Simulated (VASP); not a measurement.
## MnIn11P12 (a cell with a defect): single point with PBEsol+U

MnIn11P12 (a cell with a defect):

```xyz
24
Lattice="0.0000 8.8030 8.8030 5.8687 0.0000 5.8687 5.8687 5.8687 0.0000" Properties=species:S:1:pos:R:3 pbc="T T T"
Mn    0.0000    0.0000    0.0000
In    2.9343    2.9343    0.0000
In    2.9343    0.0000    2.9343
In    5.8687    2.9343    2.9343
In    0.0000    2.9343    2.9343
In    2.9343    5.8687    2.9343
In    2.9343    2.9343    5.8687
In    5.8687    5.8687    5.8687
In    0.0000    5.8687    5.8687
In    2.9343    8.8031    5.8687
In    2.9343    5.8687    8.8031
In    5.8687    8.8031    8.8031
P     1.4672    1.4672    1.4672
P     4.4015    4.4015    1.4672
P     4.4015    1.4672    4.4015
P     7.3359    4.4015    4.4015
P     1.4672    4.4015    4.4015
P     4.4015    7.3359    4.4015
P     4.4015    4.4015    7.3359
P     7.3359    7.3359    7.3359
P     1.4672    7.3359    7.3359
P     4.4015   10.2702    7.3359
P     4.4015    7.3359   10.2702
P     7.3359   10.2702   10.2702
```

```
Program             : VASP 6.6.1
Task                : single point
Functional          : PBEsol
Potentials or basis : VASP PAW PBE potentials, release 64 (Mn_pv, In_d, P)
Cutoff              : 350 eV
k mesh              : 2 × 2 × 2
Occupations         : gaussian, width 0.03 eV
Spin                : collinear spin, ferromagnetic start
Starting moments    : [4.0, 0.0, 0.0, 0.0, 0.0, 0.0, 0.0, 0.0, 0.0, 0.0, 0.0, 0.0, 0.0, 0.0, 0.0, 0.0, 0.0, 0.0, 0.0, 0.0, 0.0, 0.0, 0.0, 0.0] μB
Fixed moment        : 4 μB
Hubbard terms       : Mn d U = 3.5 eV
```

The pressure is -0.5 GPa, the largest force is 0.601 eV/Å and the net moment is 4.00 μB per cell. The site moments are Mn +4.36; In +0.00, -0.00; P -0.09, -0.02, -0.01, -0.05 μB and the valence electrons inside the program's atomic spheres are Mn 11.33; In 11.49, 11.50; P 2.49, 2.50, 2.51.

Forces on the atoms (eV/Å):
```
Mn   0.052 -0.068 -0.068
In   0.018 -0.035  0.064
In   0.018  0.064 -0.035
In  -0.062 -0.030 -0.030
In   0.090 -0.073 -0.073
In   0.064 -0.108 -0.053
In   0.064 -0.053 -0.108
In  -0.010 -0.006 -0.006
In   0.122  0.043  0.043
In  -0.060 -0.132  0.063
In  -0.060  0.063 -0.132
In  -0.001 -0.004 -0.004
P   -0.368 -0.288 -0.288
P    0.278  0.408 -0.282
P    0.278 -0.282  0.408
P    0.001  0.007  0.007
P   -0.096  0.046  0.046
P    0.031  0.036 -0.017
P    0.031 -0.017  0.036
P   -0.024  0.016  0.016
P   -0.327  0.356  0.356
P   -0.019  0.027  0.007
P   -0.019  0.007  0.027
P   -0.001  0.021  0.021
```

Stress tensor (GPa, compression positive):
```
-0.47  0.11  0.11
 0.11 -0.54 -0.12
 0.11 -0.12 -0.54
```

Eigenvalues of the final occupation matrices:
```csv
site,spin,trace,eigenvalues
site 1 d,1,4.57,0.90 0.90 0.92 0.92 0.92
site 1 d,2,0.29,0.02 0.02 0.08 0.08 0.08
```

Run time: 7 min on 4 MPI ranks on AMD EPYC 7R13 Processor (Zen 3), on a shared host, peak memory 0.54 GiB a rank.

Caveat: the k mesh is coarse (spacing up to 0.46 Å⁻¹), so the values aren't converged; the PAW data sets were made with another functional, which shifts forces and pressure a little; the total moment is fixed, so each spin has its own Fermi level; only a ferromagnetic start was run, and an antiferromagnetic order may lie lower in energy; the U is typed as a test and isn't derived for this compound. The state reached can hang on the start; a lower one may exist.
